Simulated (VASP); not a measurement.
An input for Quantum ESPRESSO's pw.x (written as the equivalent of a VASP run, and not itself run):

```
&CONTROL
  calculation = 'scf'
  pseudo_dir = './pseudo'
  outdir = './out'
  tprnfor = .true.
  tstress = .true.
/
&SYSTEM
  ibrav = 0
  nat = 3
  ntyp = 2
  ecutwfc = 72
  occupations = 'smearing'
  smearing = 'gaussian'
  degauss = 0.000735
  input_dft = 'pbe'
/
&ELECTRONS
  conv_thr = 7.3e-10
  electron_maxstep = 100
/
ATOMIC_SPECIES
  Sn 118.710 Sn.upf
  S 32.060 S.upf
CELL_PARAMETERS angstrom
     3.6743100    0.0000000    0.0000000
    -1.8371550    3.1820460    0.0000000
     0.0000000    0.0000000    6.2288300
ATOMIC_POSITIONS crystal
  Sn   0.0000000  0.0000000  0.0000000
  S    0.3333330  0.6666670  0.2346500
  S    0.6666670  0.3333330  0.7653500
K_POINTS automatic
  4 4 3 0 0 0
```

**Question.** Translate this input to VASP (INCAR, KPOINTS, POSCAR, choice of POTCAR).

**Answer.** This is not unique; one that fits is 
### POSCAR
```
SnS2
3.674310
  1.0000000000   0.0000000000   0.0000000000
 -0.5000000000   0.8660254578   0.0000000000
  0.0000000000   0.0000000000   1.6952380175
Sn S
1 2
Cart
  0.0000000000   0.0000000000   0.0000000000
 -0.0000005000   0.5773505939   0.3977876008
  0.5000005000   0.2886748639   1.2974504167
```

### KPOINTS
```
Automatic mesh
0
Gamma
4 4 3
0 0 0
```

**INCAR**
```
ALGO  =  Normal
EDIFF  =  1E-8
ENCUT  =  500
GGA  =  PE
ISMEAR  =  0
LASPH  =  T
LCHARG  =  F
LREAL  =  F
LWAVE  =  T
NELM  =  100
PREC  =  Normal
SIGMA  =  0.01
SYSTEM  =  SnS2
```

POTCAR, in this order: Sn_d_GW S_GW (PBE.64 set). Program: vasp_std.

The two are equivalent in intent, not identical: the potentials are each code's own (VASP's PAW set, PseudoDojo norm-conserving files in pw.x), so ENCUT and ecutwfc are chosen apart and not converted; conv_thr bounds pw.x's estimated SCF error, while EDIFF bounds the energy change between steps.

The structure comes from a computed database's SnS2 entry (P-3m1); how it stands against other phases isn't given here. The cell was not relaxed at this level. The k-mesh is coarse (spacing up to 0.49 per Å, 2π included), so the numbers may not be converged in it.
